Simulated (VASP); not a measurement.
Runs of VASP 6.6.1 on SnO (Romarchite). Symmetry: P4/nmm, No. 129, tetragonal system. Conventional cell: a = 3.835 Å, b = 3.835 Å, c = 4.728 Å, α = 90.00°, β = 90.00°, γ = 90.00°. Around Sn (site symmetry 4mm) lie 4 O at 2.24 Å. O (site symmetry -4m2) has 4 Sn at 2.24 Å as nearest neighbours. 

| task | level | cell | k mesh | cutoff (eV) | grid for exact exchange (PRECFOCK) | exchange at q = 0 | share of exact exchange | screening parameter | gap on the mesh (eV) | pressure (GPa) | largest force (eV/Å) |
| --- | --- | --- | --- | --- | --- | --- | --- | --- | --- | --- | --- |
| band structure | PBE0 | P4/nmm, 17.39 Å³/atom | 4 × 4 × 4 | 520 | Fast | truncated | - | - | 0.88 | -2.3 | 0.67 |
| relaxation of cell and atoms | r2SCAN | relaxed | 8 × 8 × 6 | 600 | - | - | - | - | 0.30 | 0.0 | - |
| band structure | PBE-EpsX | P4/nmm, 17.39 Å³/atom | 4 × 4 × 4 | 520 | Fast | truncated | 0.1224 | - | (b) | 0.0 | (a) |
| band structure | HSE06 | P4/nmm, 17.39 Å³/atom | 4 × 4 × 4 | 520 | Fast | - | - | 0.2 1/A | 0.27 | -2.2 | (c) |

Alike in all rows: potentials or basis VASP PAW PBE potentials, release 64 (Sn_d, O); no spin polarisation; smearing gaussian 0.03 eV.

Problem. Estimate the missing entries.

Solution. (a) 0.36; (b) 0.39; (c) 0.66.

Caveats: the PAW data sets were made with another functional, which shifts forces and pressure a little; spin-orbit coupling is left out, which moves the levels of the heavy elements.

A k mesh can miss the band edges, and the runs leave out spin-orbit coupling on Sn.

Runs at the PBE level aren't shown here.
